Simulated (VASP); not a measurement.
# Zr2ZnN2 (P-3m1) in VASP: settings compared

One crystal, Zr2ZnN2, is run at these levels: PBE, r2SCAN; tasks: relaxation of cell and atoms, single point.

All numbers are computed with VASP 6.6.1; they aren't measurements. Logs are shortened: lines on timing, memory, paths and dates and some standing lists are left out, and cuts for length are marked.

**1. The structure**

The structure is trigonal, space group P-3m1 (No. 164). Conventional cell: a = 3.602 Å, b = 3.602 Å, c = 7.378 Å, α = 90.00°, β = 90.00°, γ = 120.00°. Zr (site symmetry 3m) is surrounded by 4 N at 2.12 to 2.20 Å. Zn (site symmetry -3m) is surrounded by 6 Zr at 3.17 Å and 6 N at 3.47 Å and 6 Zn at 3.60 Å. N (site symmetry 3m) has 4 Zr at 2.12 to 2.20 Å as nearest neighbours.

The cell was built by a generator and needn't be a form met in nature.

**2. Relaxation of cell and atoms, PBE**

The input, INCAR:

```
ALGO = Normal
EDIFF = 1E-6
EDIFFG = -0.01
ENCUT = 520
GGA = PE
IBRION = 2
ISIF = 3
ISMEAR = 0
KPAR = 4
LASPH = True
LCHARG = False
LREAL = False
LWAVE = False
NELM = 120
NSW = 90
PREC = Accurate
SIGMA = 0.1
```

The input, KPOINTS:

```
k-points
0
Gamma
  10 10 4
```

The input, POSCAR:

```
Zr2ZnN2
1.0
    3.6022496400      0.0000000000      0.0000000000
   -1.8011248200      3.1196397000      0.0000000000
    0.0000000000      0.0000000000      7.3780000000
Zr Zn N
2 1 2
Direct
    0.3333333300      0.6666666700      0.3248847900
    0.6666666700      0.3333333300      0.6751152100
    0.0000000000      0.0000000000      0.0000000000
    0.3333333300      0.6666666700      0.6229330400
    0.6666666700      0.3333333300      0.3770669600
```

Potentials or basis: VASP PAW PBE potentials, release 64 (Zr_sv, Zn, N).

On the command line:

```sh
$ cat potpaw_PBE.64/Zr_sv/POTCAR potpaw_PBE.64/Zn/POTCAR potpaw_PBE.64/N/POTCAR > POTCAR
$ mpirun -np 4 vasp_std > vasp.out
```

OUTCAR:

```text
EDIFF = 1E-6
   EDIFFG = -0.01
   ENCUT = 520
   GGA = PE
   IBRION = 2
   ISIF = 3
   ISMEAR = 0
   LASPH = True
   LREAL = False
   NELM = 120
   NSW = 90
   PREC = Accurate

 ion  position               nearest neighbor table
   1  0.333  0.667  0.325-   5 2.12   5 2.12   5 2.12   4 2.20   3 3.17   3 3.17   3 3.17   2 3.32
                             2 3.32   2 3.32
   2  0.667  0.333  0.675-   4 2.12   4 2.12   4 2.12   5 2.20   3 3.17   3 3.17   3 3.17   1 3.32
                             1 3.32   1 3.32
   3  0.000  0.000  0.000-   1 3.17   2 3.17   2 3.17   1 3.17   2 3.17   1 3.17
   4  0.333  0.667  0.623-   2 2.12   2 2.12   2 2.12   1 2.20
   5  0.667  0.333  0.377-   1 2.12   1 2.12   1 2.12   2 2.20

  LATTYP: Found a hexagonal cell.
 ALAT       =     3.6022496400
 C/A-ratio  =     2.0481645464

  Lattice vectors:

 A1 = (   3.6022496400,   0.0000000000,   0.0000000000)
 A2 = (  -1.8011248200,   3.1196397000,   0.0000000000)
 A3 = (   0.0000000000,   0.0000000000,   7.3780000000)

Analysis of symmetry for initial positions (statically):
=====================================================================
 Subroutine PRICEL returns:
 Original cell was already a primitive cell.

 Routine SETGRP: Setting up the symmetry group for a
 hexagonal supercell.

 Subroutine GETGRP returns: Found 12 space group operations
 (whereof 12 operations were pure point group operations)
 out of a pool of 24 trial point group operations.

The static configuration has the point symmetry D_3d.

Analysis of symmetry for dynamics (positions and initial velocities):
=====================================================================
 Subroutine PRICEL returns:
 Original cell was already a primitive cell.

 Routine SETGRP: Setting up the symmetry group for a
 hexagonal supercell.

 Subroutine GETGRP returns: Found 12 space group operations
 (whereof 12 operations were pure point group operations)
 out of a pool of 24 trial point group operations.

The dynamic configuration has the point symmetry D_3d.

 Subroutine INISYM returns: Found 12 space group operations
 (whereof 12 operations are pure point group operations),
 and found     1 'primitive' translations

----------------------------------------------------------------------------------------

                                     Primitive cell

  volume of cell :      82.9119

  direct lattice vectors                    reciprocal lattice vectors
     3.602249640  0.000000000  0.000000000     0.277604303  0.160274919  0.000000000
    -1.801124820  3.119639700  0.000000000     0.000000000  0.320549838  0.000000000
     0.000000000  0.000000000  7.378000000     0.000000000  0.000000000  0.135538086

  length of vectors
     3.602249640  3.602249641  7.378000000     0.320549838  0.320549838  0.135538086

  position of ions in fractional coordinates (direct lattice)
     0.333333330  0.666666670  0.324884790
     0.666666670  0.333333330  0.675115210
     0.000000000  0.000000000  0.000000000
     0.333333330  0.666666670  0.622933040
     0.666666670  0.333333330  0.377066960

  ion indices of the primitive-cell ions
   primitive index   ion index
                 1           1
                 2           2
                 3           3
                 4           4
                 5           5

----------------------------------------------------------------------------------------

 KPOINTS: k-points

Automatic generation of k-mesh.
 Grid dimensions read from file:
 generate k-points for:   10   10    4

 Generating k-lattice:

  Cartesian coordinates                     Fractional coordinates (reciprocal lattice)
     0.027760430  0.016027492  0.000000000     0.100000000 -0.000000000  0.000000000
     0.000000000  0.032054984  0.000000000     0.000000000  0.100000000  0.000000000
     0.000000000  0.000000000  0.033884522     0.000000000  0.000000000  0.250000000

  Length of vectors
     0.032054984  0.032054984  0.033884522

  Shift w.r.t. Gamma in fractional coordinates (k-lattice)
     0.000000000  0.000000000  0.000000000

 Subroutine IBZKPT returns following result:
 ===========================================

 Found     50 irreducible k-points:

 Following reciprocal coordinates:
            Coordinates               Weight
  0.000000  0.000000  0.000000      1.000000
  0.100000  0.000000  0.000000      6.000000
  0.200000  0.000000  0.000000      6.000000
  0.300000  0.000000  0.000000      6.000000
  0.400000  0.000000  0.000000      6.000000
  0.500000  0.000000  0.000000      3.000000
[... 16 lines left out ...]
  0.000000  0.400000  0.250000      6.000000
  0.500000  0.000000  0.250000      6.000000
 [... further k-points ...]
   k-points           NKPTS =     50   k-points in BZ     NKDIM =     50   number of bands    NBANDS=     27
   number of dos      NEDOS =    301   number of ions     NIONS =      5
   total plane-waves  NPLWV =  43904
   dimension x,y,z NGX =    28 NGY =   28 NGZ =   56
   dimension x,y,z NGXF=    56 NGYF=   56 NGZF=  112
   ions per type =               2   1   2
   NGX,Y,Z   is equivalent  to a cutoff of  12.92, 12.92, 12.62 a.u.
   NGXF,Y,Z  is equivalent  to a cutoff of  25.84, 25.84, 25.24 a.u.
 SYSTEM =  unknown system
   PREC   = accura    normal or accurate (medium, high low for compatibility)
   ISTART =      0    job   : 0-new  1-cont  2-samecut
   ICHARG =      2    charge: 1-file 2-atom 10-const
   ISPIN  =      1    spin polarized calculation?
   LNONCOLLINEAR =      F non collinear calculations
   LSORBIT =      F    spin-orbit coupling
   LASPH  =      T    aspherical Exc in radial PAW
   ENCUT  =  520.0 eV  38.22 Ry    6.18 a.u.   6.70  6.70 13.72*2*pi/ulx,y,z
   NELM   =    120;   NELMIN=  2; NELMDL= -5     # of ELM steps
   EDIFF  = 0.1E-05   stopping-criterion for ELM
   LREAL  =      F    real-space projection
   EDIFFG = -.1E-01   stopping-criterion for IOM
   NSW    =     90    number of steps for IOM
   IBRION =      2    ionic relax: 0-MD 1-quasi-New 2-CG
   NFREE  =      1    steps in history (QN), initial steepest desc. (CG)
   ISIF   =      3    stress and relaxation
   ISYM   =      2    0-nonsym 1-usesym 2-fastsym
   POTIM  = 0.5000    time-step for ionic-motion
   TEBEG  =    0.0;   TEEND  =   0.0 temperature during run
   PSTRESS=    0.0 pullay stress
   NELECT =      46.0000    total number of electrons
   NUPDOWN=      -1.0000    fix difference up-down
   EMIN   =  10.00;   EMAX   =-10.00  energy-range for DOS
   EFERMI =   0.00;   METHOD = LEGACY
   ISMEAR =     0;   SIGMA  =   0.10  broadening in eV -4-tet -1-fermi 0-gaus
   EFERMI_NEDOS =   21; number of points for ismear=-14 and -15
   IALGO  =     38    algorithm
   IMIX   =      4    mixing-type and parameters
     AMIX     =   0.40;   BMIX     =  1.00
     AMIX_MAG =   1.60;   BMIX_MAG =  1.00
  volume/ion in A,a.u.               =      16.58       111.90
  Fermi-wavevector in a.u.,A,eV,Ry     =   1.345205  2.542069 24.620783  1.809577
  Thomas-Fermi vector in A             =   2.473137
   LORBIT       =      0    0 simple, 1 ext, 2 COOP (PROOUT), +10 PAW based schemes
   GGA     = PE    functional components
   LHFCALC =     F    Hartree Fock is set to
   AEXX    =    0.0000 exact exchange contribution
   IVDW    =     0    specifies the selected vdW correction
   LEPSILON=     F    determine dielectric tensor
   LRPA    =     F    only Hartree local field effects (RPA)
 conjugate gradient relaxation of ions
 non-spin polarized calculation
 Gauss-broadening in eV      SIGMA  =   0.10
  energy-cutoff  :      520.00
  volume of cell :       82.91
 maximum number of plane-waves:      2260
 NGX is ok and might be reduce to    28
   NGX = 13   NGY = 13   NGZ = 27

--------------------------------------- Ionic step        1  -------------------------------------------

 number of electron      46.0000015 magnetization

 Free energy of the ion-electron system (eV)
  ---------------------------------------------------
  ext. energy  EPLUGINS =         0.00000000
  ---------------------------------------------------
  free energy    TOTEN  =       -39.94618335 eV

  energy without entropy =      -39.93612841  energy(sigma->0) =      -39.94115588

------------------------ aborting loop because EDIFF is reached ----------------------------------------

  FORCE on cell =-STRESS in cart. coord.  units (eV):
  Direction    XX          YY          ZZ          XY          YZ          ZX
  --------------------------------------------------------------------------------------
  -------------------------------------------------------------------------------------
  Total       -0.1232574     -0.1232574      0.2347760      0.0000000     -0.0000000      0.0000000
  in kB       -2.3818071     -2.3818071      4.5367766      0.0000000     -0.0000000      0.0000000
  external PRESSURE =      -0.0756125 kB  Pullay stress =       0.0000000 kB
[... 141 lines left out ...]
  energy  without entropy=      -39.9372605405  energy(sigma->0) =      -39.94255251

--------------------------------------- Ionic step        5  -------------------------------------------

 number of electron      46.0000021 magnetization

 Free energy of the ion-electron system (eV)
  ---------------------------------------------------
  ext. energy  EPLUGINS =         0.00000000
  ---------------------------------------------------
  free energy    TOTEN  =       -39.94802718 eV

  energy without entropy =      -39.93749039  energy(sigma->0) =      -39.94275879

 E-fermi :   6.6225     XC(G=0): -10.7073

 val. band max:        6.6051132343   @ k =   0.4000   0.1000   0.5000
 cond. band min:       6.6283268091   @ k =  -0.1000   0.3000   0.2500
 fundamental gap:      0.0232135748
 Fermi energy:         6.6224595987

 k-point     1 :       0.0000    0.0000    0.0000
  band No.  band energies     occupation
      1     -42.8760      2.00000
      2     -42.8192      2.00000
      3     -21.2611      2.00000
      4     -20.8427      2.00000
      5     -20.8427      2.00000
      6     -20.7901      2.00000
[... 709 lines left out ...]
     26       8.3896      0.00000
     27       8.8256      0.00000

 [... further k-points ...]

------------------------ aborting loop because EDIFF is reached ----------------------------------------

  FORCE on cell =-STRESS in cart. coord.  units (eV):
  Direction    XX          YY          ZZ          XY          YZ          ZX
  --------------------------------------------------------------------------------------
  -------------------------------------------------------------------------------------
  Total        0.0079934      0.0079934      0.0022970      0.0000000     -0.0000000      0.0000000
  in kB        0.1547646      0.1547646      0.0444738      0.0000000     -0.0000000      0.0000000
  external PRESSURE =       0.1180010 kB  Pullay stress =       0.0000000 kB
[... 20 lines left out ...]
  FREE ENERGIE OF THE ION-ELECTRON SYSTEM (eV)
  ---------------------------------------------------
  free  energy   TOTEN  =       -39.9480271810 eV

  energy  without entropy=      -39.9374903902  energy(sigma->0) =      -39.94275879

 reached required accuracy - stopping structural energy minimisation
```

It took 2.3 min on 4 MPI ranks of Intel Xeon Platinum 8259CL at 2.50GHz (Skylake/Cascade Lake), shared host; peak memory 0.28 GiB.

What came out:

```
Free energy                            : -39.9480 eV
Relaxed volume                         : 16.55 Å³/atom
Relaxed cell                           : a = 3.594 Å, b = 3.594 Å, c = 7.398 Å, α = 90.00°, β = 90.00°, γ = 120.00°
Space group after relaxing (to 0.05 Å) : P-3m1 (No. 164)
Energy gained by relaxing              : 0.4 meV/atom
Ionic steps                            : 5
Pressure after relaxing                : 0.0 GPa
Largest force after relaxing           : 0.008 eV/Å
Band gap on the k mesh                 : none (metal or under the smearing width)
```

Forces on the atoms (eV/Å):
```
Zr   0.000  0.000  0.002
Zr   0.000  0.000 -0.002
Zn   0.000  0.000  0.000
N    0.000  0.000 -0.008
N    0.000  0.000  0.008
```

Step by step:
```csv
step,energy change (eV),largest force (eV/Å),pressure (GPa),volume (Å³)
1,0.0000,0.1337,-0.01,82.91
2,-0.0016,0.0194,-0.23,82.90
3,-0.0017,0.0203,-0.24,82.90
4,-0.0017,0.0176,0.31,82.58
5,-0.0018,0.0078,0.01,82.75
```

Final structure:
```yaml
crystal:
  lattice:
    - [3.59395, 0.00000, 0.00000]
    - [-1.79697, 3.11245, 0.00000]
    - [0.00000, 0.00000, 7.39769]
  atoms:
    - { symbol: Zr, position: [0.33333, 0.66667, 0.32378] }
    - { symbol: Zr, position: [0.66667, 0.33333, 0.67622] }
    - { symbol: Zn, position: [0.00000, 0.00000, 0.00000] }
    - { symbol: N, position: [0.33333, 0.66667, 0.62244] }
    - { symbol: N, position: [0.66667, 0.33333, 0.37756] }
```

Levels at points of the mesh, in eV from the Fermi level:
| k point | band 19 | band 20 | band 21 | band 22 | band 23 | band 24 | band 25 | band 26 | band 27 |
| --- | --- | --- | --- | --- | --- | --- | --- | --- | --- |
| (0.00, 0.00, 0.00) | -4.90 | -4.90 | -4.87 | -3.56 | 1.24 | 1.51 | 1.51 | 2.06 | 2.35 |
| (0.50, 0.00, 0.00) | -4.05 | -3.82 | -2.65 | -2.54 | -1.37 | 0.21 | 1.30 | 1.62 | 2.51 |
| (0.00, 0.00, 0.50) | -5.18 | -4.88 | -4.88 | -1.72 | -0.64 | 1.54 | 1.54 | 2.28 | 2.41 |
| (0.50, 0.00, 0.50) | -4.19 | -3.67 | -2.65 | -2.26 | -0.67 | -0.11 | 1.65 | 1.82 | 1.96 |

**3. Relaxation of cell and atoms, PBE**

The input, INCAR:

```
ALGO = Normal
EDIFF = 1E-7
EDIFFG = -0.005
ENCUT = 520
GGA = PE
IBRION = 2
ISIF = 3
ISMEAR = 0
KPAR = 4
LASPH = True
LCHARG = False
LREAL = False
LWAVE = False
NELM = 120
NSW = 60
POTIM = 0.3
PREC = Accurate
SIGMA = 0.1
```

KPOINTS is that of step 2.

The input, POSCAR:

```
Zr2ZnN2                                 
1.0
    3.5939487525      0.0000000000      0.0000000000
   -1.7969743762      3.1124509205      0.0000000000
    0.0000000000     -0.0000000000      7.3976874736
  Zr              Zn              N             
     2     1     2
Direct
     0.3333333300000021    0.6666666699999979    0.3237757261125812
     0.6666666699999979    0.3333333300000021    0.6762242738874189
     0.0000000000000000    1.0000000000000000    0.0000000000000000
     0.3333333300000021    0.6666666699999979    0.6224442421273618
     0.6666666699999979    0.3333333300000021    0.3775557578726381
```

Potentials or basis: VASP PAW PBE potentials, release 64 (Zr_sv, Zn, N).

On the command line:

```sh
$ cat potpaw_PBE.64/Zr_sv/POTCAR potpaw_PBE.64/Zn/POTCAR potpaw_PBE.64/N/POTCAR > POTCAR
$ mpirun -np 4 vasp_std > vasp.out
```

Run time: 60 s. Hardware: 4 MPI ranks of Intel Xeon Platinum 8259CL at 2.50GHz (Skylake/Cascade Lake), shared host; peak memory 0.28 GiB.

The run converged. Its results:

```yaml
Free_energy: -39.9479 eV
Energy_gained_by_relaxing: 0.0 meV/atom
Ionic_steps: 2
Pressure_after_relaxing: 0.0 GPa
Largest_force_after_relaxing: 0.005 eV/Å
Band_gap_on_the_k_mesh: none (metal or under the smearing width)
```

Forces in eV/Å, atoms in the order of the input:
```
Zr   0.000  0.000  0.003
Zr   0.000  0.000 -0.003
Zn   0.000  0.000  0.000
N    0.000  0.000 -0.005
N    0.000  0.000  0.005
```

Final structure:
```
Zr Zn N
1.0
     3.59412    0.00000    0.00000
    -1.79706    3.11260    0.00000
     0.00000    0.00000    7.39772
Zr Zn N
2 1 2
Direct
  0.33333 0.66667 0.32378
  0.66667 0.33333 0.67622
  0.00000 0.00000 0.00000
  0.33333 0.66667 0.62241
  0.66667 0.33333 0.37759
```

Levels at points of the mesh, in eV from the Fermi level:
```tsv
k point	band 19	band 20	band 21	band 22	band 23	band 24	band 25	band 26	band 27
(0.00, 0.00, 0.00)	-4.90	-4.90	-4.87	-3.56	1.24	1.51	1.51	2.06	2.35
(0.50, 0.00, 0.00)	-4.05	-3.82	-2.65	-2.54	-1.37	0.21	1.30	1.62	2.51
(0.00, 0.00, 0.50)	-5.18	-4.88	-4.88	-1.72	-0.64	1.54	1.54	2.28	2.41
(0.50, 0.00, 0.50)	-4.19	-3.67	-2.65	-2.26	-0.67	-0.11	1.65	1.82	1.96
```

**4. Single point, r2SCAN**

The input, INCAR:

```
ALGO = Normal
EDIFF = 1E-6
ENCUT = 520
ISIF = 2
ISMEAR = 0
KPAR = 4
LASPH = True
LCHARG = False
LMIXTAU = True
LREAL = False
LWAVE = False
METAGGA = R2SCAN
NBANDS = 31
NELM = 150
PREC = Accurate
SIGMA = 0.1
```

KPOINTS is that of step 3.

The input, POSCAR:

```
Zr2ZnN2                                 
1.0
    3.5941190203      0.0000000000      0.0000000000
   -1.7970595101      3.1125983767      0.0000000000
    0.0000000000      0.0000000000      7.3977160404
  Zr              Zn              N             
     2     1     2
Direct
     0.3333333300000021    0.6666666699999979    0.3237849050659715
     0.6666666699999979    0.3333333300000021    0.6762150949340285
     0.0000000000000000    0.0000000000000000    0.0000000000000000
     0.3333333300000021    0.6666666699999979    0.6224136380289897
     0.6666666699999979    0.3333333300000021    0.3775863619710103
```

On the command line:

```sh
$ cat potpaw_PBE.64/Zr_sv/POTCAR potpaw_PBE.64/Zn/POTCAR potpaw_PBE.64/N/POTCAR > POTCAR
$ mpirun -np 4 vasp_std > vasp.out
```

Wall time 3.3 min (4 MPI ranks of Intel Xeon Platinum 8259CL at 2.50GHz (Skylake/Cascade Lake), shared host); peak memory 0.29 GiB.

The run converged. Its results:

```yaml
Free_energy: -78.5698 eV
Pressure: -1.3 GPa
Largest_force: 0.053 eV/Å
Band_gap_on_the_k_mesh: none (metal or under the smearing width)
```

Forces on the atoms (eV/Å):
```
Zr   0.000  0.000  0.000
Zr   0.000  0.000  0.000
Zn   0.000  0.000  0.000
N    0.000  0.000 -0.053
N    0.000  0.000  0.053
```

Stress tensor (GPa, compression positive):
```
-1.45  0.00  0.00
 0.00 -1.45  0.00
 0.00  0.00 -0.99
```

Levels at points of the mesh, in eV from the Fermi level:
```csv
k point,band 20,band 21,band 22,band 23,band 24,band 25,band 26,band 27
"(0.00, 0.00, 0.00)",-5.18,-5.12,-3.74,1.26,1.78,1.78,2.32,2.60
"(0.50, 0.00, 0.00)",-4.01,-2.86,-2.70,-1.42,0.18,1.51,1.85,2.77
"(0.00, 0.00, 0.50)",-5.15,-5.15,-1.86,-0.65,1.81,1.81,2.54,2.66
"(0.50, 0.00, 0.50)",-3.88,-2.86,-2.39,-0.71,-0.15,1.90,2.03,2.22
```

Caveat: the PAW data sets were made with another functional, which shifts forces and pressure a little.
